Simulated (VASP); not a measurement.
# NaGeSe (P4/nmm) in VASP: a series of runs

The runs below take NaGeSe through single point, with r2SCAN.

Everything below comes from runs of VASP 6.6.1. Logs are shortened: lines on timing, memory, paths and dates and some standing lists are left out, and cuts for length are marked.

## (1) The structure

It takes space group P4/nmm (No. 129, tetragonal). Conventional cell: a = 4.357 Å, b = 4.357 Å, c = 7.019 Å, α = 90.00°, β = 90.00°, γ = 90.00°. Ge (site symmetry 4mm) is surrounded by 1 Se at 2.57 Å. Na (site symmetry -4m2) is surrounded by 4 Se at 3.07 Å and 4 Na at 3.08 Å and 4 Ge at 3.15 Å. Se (site symmetry 4mm) is surrounded by 1 Ge at 2.57 Å.

The cell was built by a generator and needn't be a form met in nature.

## (2) Single point, r2SCAN

File POSCAR:

```
NaGeSe
1.0
    4.3574077913      0.0000000000      0.0000000000
    0.0000000000      4.3574077913      0.0000000000
    0.0000000000      0.0000000000      7.0194925819
Ge Na Se
2 2 2
Direct
    0.0000000000      0.5000000000      0.6753775187
    0.5000000000      0.0000000000      0.3246224813
    0.0000000000      0.0000000000      0.0000000000
    0.5000000000      0.5000000000      0.0000000000
    0.0000000000      0.5000000000      0.3090440081
    0.5000000000      0.0000000000      0.6909559919
```

File INCAR.step1:

```
SYSTEM = NaGeSe
PREC = Accurate
ENCUT = 520
ISMEAR = -1
SIGMA = 0.1
LREAL = .FALSE.
LASPH = .TRUE.
NELM = 100
NBANDS = 36
GGA = PE
ALGO = Normal
EDIFF = 1E-4
LWAVE = .TRUE.
LCHARG = .FALSE.
```

File INCAR.step2:

```
SYSTEM = NaGeSe
PREC = Accurate
ENCUT = 520
EDIFF = 1E-6
ISMEAR = -1
SIGMA = 0.1
LREAL = .FALSE.
LASPH = .TRUE.
NELM = 100
ALGO = Normal
ISIF = 2
LWAVE = .FALSE.
LCHARG = .FALSE.
METAGGA = R2SCAN
LMIXTAU = .TRUE.
NBANDS = 36
ISTART = 1
```

File KPOINTS:

```
regular mesh
0
G
  4 4 3
  0 0 0
```

Potentials or basis: VASP PAW PBE potentials, release 64 (Ge_d, Na_pv, Se).

On the command line:

```sh
$ cat potpaw_PBE.64/Ge_d/POTCAR potpaw_PBE.64/Na_pv/POTCAR potpaw_PBE.64/Se/POTCAR > POTCAR
$ cp INCAR.step1 INCAR
$ mpirun -np 1 vasp_std > vasp.out
$ cp INCAR.step2 INCAR
$ mpirun -np 1 vasp_std > vasp.out
```

OUTCAR:

```text
SYSTEM = NaGeSe
   PREC = Accurate
   ENCUT = 520
   EDIFF = 1E-6
   ISMEAR = -1
   LREAL = .FALSE.
   LASPH = .TRUE.
   NELM = 100
   ISIF = 2
   METAGGA = R2SCAN
   ISTART = 1

 ion  position               nearest neighbor table
   1  0.000  0.500  0.675-   5 2.57
   2  0.500  0.000  0.325-   6 2.57
   3  0.000  0.000  0.000-
   4  0.500  0.500  0.000-
   5  0.000  0.500  0.309-   1 2.57
   6  0.500  0.000  0.691-   2 2.57

  LATTYP: Found a simple tetragonal cell.
 ALAT       =     4.3574077913
 C/A-ratio  =     1.6109331323

  Lattice vectors:

 A1 = (   4.3574077913,   0.0000000000,   0.0000000000)
 A2 = (   0.0000000000,   4.3574077913,   0.0000000000)
 A3 = (   0.0000000000,   0.0000000000,   7.0194925819)

Analysis of symmetry for initial positions (statically):
=====================================================================
 Subroutine PRICEL returns:
 Original cell was already a primitive cell.

 Routine SETGRP: Setting up the symmetry group for a
 simple tetragonal supercell.

 Subroutine GETGRP returns: Found 16 space group operations
 (whereof  8 operations were pure point group operations)
 out of a pool of 16 trial point group operations.

The static configuration has the point symmetry D_2d.
 The point group associated with its full space group is D_4h.

Analysis of symmetry for dynamics (positions and initial velocities):
=====================================================================
 Subroutine PRICEL returns:
 Original cell was already a primitive cell.

 Routine SETGRP: Setting up the symmetry group for a
 simple tetragonal supercell.

 Subroutine GETGRP returns: Found 16 space group operations
 (whereof  8 operations were pure point group operations)
 out of a pool of 16 trial point group operations.

The dynamic configuration has the point symmetry D_2d.
 The point group associated with its full space group is D_4h.

 Subroutine INISYM returns: Found 16 space group operations
 (whereof  8 operations are pure point group operations),
 and found     1 'primitive' translations

----------------------------------------------------------------------------------------

                                     Primitive cell

  volume of cell :     133.2791

  direct lattice vectors                    reciprocal lattice vectors
     4.357407791  0.000000000  0.000000000     0.229494242  0.000000000  0.000000000
     0.000000000  4.357407791  0.000000000     0.000000000  0.229494242  0.000000000
     0.000000000  0.000000000  7.019492582     0.000000000  0.000000000  0.142460440

  length of vectors
     4.357407791  4.357407791  7.019492582     0.229494242  0.229494242  0.142460440

  position of ions in fractional coordinates (direct lattice)
     0.000000000  0.500000000  0.675377519
     0.500000000  0.000000000  0.324622481
     0.000000000  0.000000000  0.000000000
     0.500000000  0.500000000  0.000000000
     0.000000000  0.500000000  0.309044008
     0.500000000  0.000000000  0.690955992

  ion indices of the primitive-cell ions
   primitive index   ion index
                 1           1
                 2           2
                 3           3
                 4           4
                 5           5
                 6           6

----------------------------------------------------------------------------------------

 KPOINTS: regular mesh

Automatic generation of k-mesh.
 Grid dimensions read from file:
 generate k-points for:    4    4    3

 Generating k-lattice:

  Cartesian coordinates                     Fractional coordinates (reciprocal lattice)
     0.057373561  0.000000000  0.000000000     0.250000000  0.000000000  0.000000000
     0.000000000  0.057373561  0.000000000     0.000000000  0.250000000  0.000000000
     0.000000000  0.000000000  0.047486813     0.000000000  0.000000000  0.333333333

  Length of vectors
     0.057373561  0.057373561  0.047486813

  Shift w.r.t. Gamma in fractional coordinates (k-lattice)
     0.000000000  0.000000000  0.000000000

 Subroutine IBZKPT returns following result:
 ===========================================

 Found     12 irreducible k-points:

 Following reciprocal coordinates:
            Coordinates               Weight
  0.000000  0.000000  0.000000      1.000000
  0.250000  0.000000  0.000000      4.000000
  0.500000  0.000000  0.000000      2.000000
  0.250000  0.250000  0.000000      4.000000
  0.500000  0.250000  0.000000      4.000000
  0.500000  0.500000  0.000000      1.000000
  0.000000  0.000000  0.333333      2.000000
  0.250000  0.000000  0.333333      8.000000
  0.500000  0.000000  0.333333      4.000000
  0.250000  0.250000  0.333333      8.000000
  0.500000  0.250000  0.333333      8.000000
  0.500000  0.500000  0.333333      2.000000
   k-points           NKPTS =     12   k-points in BZ     NKDIM =     12   number of bands    NBANDS=     36
   number of dos      NEDOS =    301   number of ions     NIONS =      6
   total plane-waves  NPLWV =  55296
   dimension x,y,z NGX =    32 NGY =   32 NGZ =   54
   dimension x,y,z NGXF=    64 NGYF=   64 NGZF=  108
   ions per type =               2   2   2
   NGX,Y,Z   is equivalent  to a cutoff of  12.21, 12.21, 12.79 a.u.
   NGXF,Y,Z  is equivalent  to a cutoff of  24.42, 24.42, 25.58 a.u.
 SYSTEM =  NaGeSe
   PREC   = accura    normal or accurate (medium, high low for compatibility)
   ISTART =      1    job   : 0-new  1-cont  2-samecut
   ICHARG =      0    charge: 1-file 2-atom 10-const
   ISPIN  =      1    spin polarized calculation?
   LNONCOLLINEAR =      F non collinear calculations
   LSORBIT =      F    spin-orbit coupling
   LASPH  =      T    aspherical Exc in radial PAW
   ENCUT  =  520.0 eV  38.22 Ry    6.18 a.u.   8.10  8.10 13.05*2*pi/ulx,y,z
   NELM   =    100;   NELMIN=  2; NELMDL=  0     # of ELM steps
   EDIFF  = 0.1E-05   stopping-criterion for ELM
   LREAL  =      F    real-space projection
   EDIFFG = 0.1E-04   stopping-criterion for IOM
   NSW    =      0    number of steps for IOM
   IBRION =     -1    ionic relax: 0-MD 1-quasi-New 2-CG
   NFREE  =      0    steps in history (QN), initial steepest desc. (CG)
   ISIF   =      2    stress and relaxation
   ISYM   =      2    0-nonsym 1-usesym 2-fastsym
   POTIM  = 0.5000    time-step for ionic-motion
   TEBEG  =    0.0;   TEEND  =   0.0 temperature during run
   PSTRESS=    0.0 pullay stress
   NELECT =      54.0000    total number of electrons
   NUPDOWN=      -1.0000    fix difference up-down
   EMIN   =  10.00;   EMAX   =-10.00  energy-range for DOS
   EFERMI =   0.00;   METHOD = LEGACY
   ISMEAR =    -1;   SIGMA  =   0.10  broadening in eV -4-tet -1-fermi 0-gaus
   EFERMI_NEDOS =   21; number of points for ismear=-14 and -15
   IALGO  =     38    algorithm
   IMIX   =      4    mixing-type and parameters
     AMIX     =   0.40;   BMIX     =  1.00
     AMIX_MAG =   1.60;   BMIX_MAG =  1.00
  volume/ion in A,a.u.               =      22.21       149.90
  Fermi-wavevector in a.u.,A,eV,Ry     =   1.211394  2.289202 19.966211  1.467475
  Thomas-Fermi vector in A             =   2.346911
   LORBIT       =      0    0 simple, 1 ext, 2 COOP (PROOUT), +10 PAW based schemes
   METAGGA = R2SCAN    functional components
   LHFCALC =     F    Hartree Fock is set to
   AEXX    =    0.0000 exact exchange contribution
   IVDW    =     0    specifies the selected vdW correction
   LEPSILON=     F    determine dielectric tensor
   LRPA    =     F    only Hartree local field effects (RPA)
 non-spin polarized calculation
  energy-cutoff  :      520.00
  volume of cell :      133.28
 maximum number of plane-waves:      3624
   NGX = 17   NGY = 17   NGZ = 27

 number of electron      53.9999990 magnetization

 Free energy of the ion-electron system (eV)
  ---------------------------------------------------
  ext. energy  EPLUGINS =         0.00000000
  ---------------------------------------------------
  free energy    TOTEN  =       -64.48435875 eV

  energy without entropy =      -64.37427184  energy(sigma->0) =      -64.42931529

 E-fermi :   4.4374     XC(G=0): -10.0456

 val. band max:        4.4169301056   @ k =   0.5000   0.0000   0.3333
 cond. band min:       4.5032488937   @ k =   0.5000   0.0000   0.0000
 fundamental gap:      0.0863187882
 Fermi energy:         4.4374472495

 k-point     1 :       0.0000    0.0000    0.0000
  band No.  band energies     occupation
      1     -21.8973      2.00000
      2     -21.8973      2.00000
      3     -21.8038      2.00000
      4     -21.7973      2.00000
      5     -21.7973      2.00000
      6     -21.7844      2.00000
[... 28 lines left out ...]
     35       8.9537      0.00000
     36       8.9537      0.00000

 k-point     2 :       0.2500    0.0000    0.0000
  band No.  band energies     occupation
      1     -21.8847      2.00000
      2     -21.8827      2.00000
      3     -21.8137      2.00000
      4     -21.8121      2.00000
      5     -21.8013      2.00000
      6     -21.7875      2.00000
[... 28 lines left out ...]
     35       8.9902      0.00000
     36       9.3613      0.00000

 k-point     3 :       0.5000    0.0000    0.0000
  band No.  band energies     occupation
      1     -21.8512      2.00000
      2     -21.8512      2.00000
      3     -21.8474      2.00000
      4     -21.8474      2.00000
      5     -21.7948      2.00000
      6     -21.7948      2.00000
[... 28 lines left out ...]
     35      10.6360      0.00000
     36      10.6360      0.00000

 k-point     4 :       0.2500    0.2500    0.0000
  band No.  band energies     occupation
      1     -21.9062      2.00000
      2     -21.8564      2.00000
      3     -21.8422      2.00000
      4     -21.7998      2.00000
      5     -21.7919      2.00000
      6     -21.7900      2.00000
[... 28 lines left out ...]
     35      10.0707      0.00000
     36      10.1426      0.00000

 k-point     5 :       0.5000    0.2500    0.0000
  band No.  band energies     occupation
      1     -21.8955      2.00000
      2     -21.8955      2.00000
      3     -21.8045      2.00000
      4     -21.8045      2.00000
      5     -21.7955      2.00000
      6     -21.7955      2.00000
[... 28 lines left out ...]
     35       9.5564      0.00000
     36       9.5564      0.00000

 k-point     6 :       0.5000    0.5000    0.0000
  band No.  band energies     occupation
      1     -21.9152      2.00000
      2     -21.9152      2.00000
      3     -21.7962      2.00000
      4     -21.7962      2.00000
      5     -21.7864      2.00000
      6     -21.7864      2.00000
[... 28 lines left out ...]
     35       9.6675      0.00000
     36       9.6675      0.00000

 k-point     7 :       0.0000    0.0000    0.3333
  band No.  band energies     occupation
      1     -21.8973      2.00000
      2     -21.8973      2.00000
      3     -21.8040      2.00000
      4     -21.7975      2.00000
      5     -21.7975      2.00000
      6     -21.7848      2.00000
[... 28 lines left out ...]
     35       9.8557      0.00000
     36       9.8557      0.00000

 k-point     8 :       0.2500    0.0000    0.3333
  band No.  band energies     occupation
      1     -21.8847      2.00000
      2     -21.8827      2.00000
      3     -21.8136      2.00000
      4     -21.8122      2.00000
      5     -21.8013      2.00000
      6     -21.7876      2.00000
[... 28 lines left out ...]
     35      10.2392      0.00000
     36      10.3761      0.00000

 k-point     9 :       0.5000    0.0000    0.3333
  band No.  band energies     occupation
      1     -21.8511      2.00000
      2     -21.8511      2.00000
      3     -21.8475      2.00000
      4     -21.8475      2.00000
      5     -21.7946      2.00000
      6     -21.7946      2.00000
[... 28 lines left out ...]
     35      11.5020      0.00000
     36      11.5020      0.00000

 k-point    10 :       0.2500    0.2500    0.3333
  band No.  band energies     occupation
      1     -21.9062      2.00000
      2     -21.8563      2.00000
      3     -21.8422      2.00000
      4     -21.7998      2.00000
      5     -21.7920      2.00000
      6     -21.7900      2.00000
[... 28 lines left out ...]
     35      10.5057      0.00000
     36      10.9315      0.00000

 k-point    11 :       0.5000    0.2500    0.3333
  band No.  band energies     occupation
      1     -21.8954      2.00000
      2     -21.8954      2.00000
      3     -21.8045      2.00000
      4     -21.8045      2.00000
      5     -21.7955      2.00000
      6     -21.7955      2.00000
[... 28 lines left out ...]
     35      11.0692      0.00000
     36      11.0692      0.00000

 k-point    12 :       0.5000    0.5000    0.3333
  band No.  band energies     occupation
      1     -21.9149      2.00000
      2     -21.9149      2.00000
      3     -21.7963      2.00000
      4     -21.7963      2.00000
      5     -21.7864      2.00000
      6     -21.7864      2.00000
[... 28 lines left out ...]
     35      10.3337      0.00000
     36      10.3337      0.00000

------------------------ aborting loop because EDIFF is reached ----------------------------------------

  FORCE on cell =-STRESS in cart. coord.  units (eV):
  Direction    XX          YY          ZZ          XY          YZ          ZX
  --------------------------------------------------------------------------------------
  -------------------------------------------------------------------------------------
  Total       -0.0764487     -0.0764487     -0.0427899      0.0000000      0.0000000      0.0000000
  in kB       -0.9190068     -0.9190068     -0.5143865      0.0000000      0.0000000      0.0000000
  external PRESSURE =      -0.7841334 kB  Pullay stress =       0.0000000 kB

 VOLUME and BASIS-vectors are now :
 -----------------------------------------------------------------------------
  energy-cutoff  :      520.00
  volume of cell :      133.28
      direct lattice vectors                 reciprocal lattice vectors
     4.357407791  0.000000000  0.000000000     0.229494242  0.000000000  0.000000000
     0.000000000  4.357407791  0.000000000     0.000000000  0.229494242  0.000000000
     0.000000000  0.000000000  7.019492582     0.000000000  0.000000000  0.142460440

 POSITION                                       TOTAL-FORCE (eV/Angst)
 -----------------------------------------------------------------------------------
      0.00000      2.17870      4.74081        -0.000000     -0.000000      0.018174
      2.17870      0.00000      2.27869         0.000000      0.000000     -0.018174
      0.00000      0.00000      0.00000        -0.000000     -0.000000     -0.000000
      2.17870      2.17870      0.00000         0.000000      0.000000     -0.000000
      0.00000      2.17870      2.16933        -0.000000      0.000000     -0.016446
      2.17870      0.00000      4.85016         0.000000      0.000000      0.016446
 -----------------------------------------------------------------------------------
    total drift:                                0.000000     -0.000000     -0.000000

  FREE ENERGIE OF THE ION-ELECTRON SYSTEM (eV)
  ---------------------------------------------------
  free  energy   TOTEN  =       -64.4843587463 eV

  energy  without entropy=      -64.3742718369  energy(sigma->0) =      -64.42931529
```

Wall time 1.8 min (1 thread of Intel Xeon 6975P-C (Granite Rapids), shared host); peak memory 0.26 GiB.

Results:

```
Free energy            : -64.4844 eV
Pressure               : -0.1 GPa
Largest force          : 0.018 eV/Å
Band gap on the k mesh : none (metal or under the smearing width)
```

Forces in eV/Å, atoms in the order of the input:
```
Ge   0.000  0.000  0.018
Ge   0.000  0.000 -0.018
Na   0.000  0.000  0.000
Na   0.000  0.000  0.000
Se   0.000  0.000 -0.016
Se   0.000  0.000  0.016
```

Levels at points of the mesh, in eV from the Fermi level:
| k point | band 22 | band 23 | band 24 | band 25 | band 26 | band 27 | band 28 | band 29 | band 30 | band 31 |
| --- | --- | --- | --- | --- | --- | --- | --- | --- | --- | --- |
| (0.00, 0.00, 0.00) | -4.58 | -4.58 | -3.27 | -3.27 | -3.23 | 1.05 | 2.11 | 2.11 | 2.59 | 2.72 |
| (0.50, 0.00, 0.00) | -4.97 | -3.19 | -3.19 | -2.35 | -2.35 | -0.29 | -0.29 | 0.07 | 0.07 | 1.84 |
| (0.50, 0.50, 0.00) | -6.19 | -4.58 | -4.58 | -4.46 | -4.46 | 2.11 | 2.11 | 2.26 | 2.26 | 3.03 |

Caveat: the k mesh is coarse (spacing up to 0.36 Å⁻¹), so the values aren't converged; the PAW data sets were made with another functional, which shifts forces and pressure a little.

## (3) Single point, r2SCAN

File POSCAR:

```
NaGeSe
1.0
    4.3574295700      0.0000000000      0.0000000000
    0.0000000000      4.3574295700      0.0000000000
    0.0000000000      0.0000000000      7.0194850424
Ge Na Se
2 2 2
Direct
    0.0000000000      0.5000000000      0.6753720819
    0.5000000000      0.0000000000      0.3246279181
    0.0000000000      0.0000000000      0.0000000000
    0.5000000000      0.5000000000      0.0000000000
    0.0000000000      0.5000000000      0.3090418594
    0.5000000000      0.0000000000      0.6909581406
```

File INCAR.step1:

```
SYSTEM = NaGeSe
  ALGO = Normal
  EDIFF = 1E-4
  ENCUT = 520
  GGA = PE
  ISMEAR = -1
  LASPH = .True.
  LCHARG = .False.
  LREAL = .False.
  LWAVE = .True.
  NBANDS = 36
  NELM = 80
  PREC = Accurate
  SIGMA = 0.1
```

File INCAR.step2:

```
SYSTEM = NaGeSe
  ALGO = Normal
  EDIFF = 1E-7
  ENCUT = 520
  ISIF = 2
  ISMEAR = -1
  ISTART = 1
  LASPH = .True.
  LCHARG = .False.
  LMIXTAU = .True.
  LREAL = .False.
  LWAVE = .False.
  METAGGA = R2SCAN
  NBANDS = 36
  NELM = 80
  PREC = Accurate
  SIGMA = 0.1
```

File KPOINTS:

```
k-points
0
Gamma
  4 4 3
  0 0 0
```

Potentials or basis: VASP PAW PBE potentials, release 64 (Ge_d, Na_pv, Se).

On the command line:

```sh
$ cat potpaw_PBE.64/Ge_d/POTCAR potpaw_PBE.64/Na_pv/POTCAR potpaw_PBE.64/Se/POTCAR > POTCAR
$ cp INCAR.step1 INCAR
$ mpirun -np 1 vasp_std > vasp.out
$ cp INCAR.step2 INCAR
$ mpirun -np 1 vasp_std > vasp.out
```

Run time: 3.6 min. Hardware: 1 thread of AMD EPYC 7R13 (Zen 3), shared host; peak memory 0.23 GiB.

The run converged. Its results:

- Free energy: -64.4844 eV
- Pressure: -0.1 GPa
- Largest force: 0.018 eV/Å
- Band gap on the k mesh: none (metal or under the smearing width)

Forces in eV/Å, atoms in the order of the input:
```
Ge   0.000  0.000  0.018
Ge   0.000  0.000 -0.018
Na   0.000  0.000  0.000
Na   0.000  0.000  0.000
Se   0.000  0.000 -0.017
Se   0.000  0.000  0.017
```

Levels at points of the mesh, in eV from the Fermi level:
| k point | band 23 | band 24 | band 25 | band 26 | band 27 | band 28 | band 29 | band 30 |
| --- | --- | --- | --- | --- | --- | --- | --- | --- |
| (0.00, 0.00, 0.00) | -4.58 | -3.27 | -3.27 | -3.23 | 1.05 | 2.11 | 2.11 | 2.59 |
| (0.50, 0.00, 0.00) | -3.19 | -3.19 | -2.35 | -2.35 | -0.29 | -0.29 | 0.07 | 0.07 |
| (0.50, 0.50, 0.00) | -4.58 | -4.58 | -4.46 | -4.46 | 2.11 | 2.11 | 2.26 | 2.26 |

Caveat: the k mesh is coarse (spacing up to 0.36 Å⁻¹), so the values aren't converged; the PAW data sets were made with another functional, which shifts forces and pressure a little.
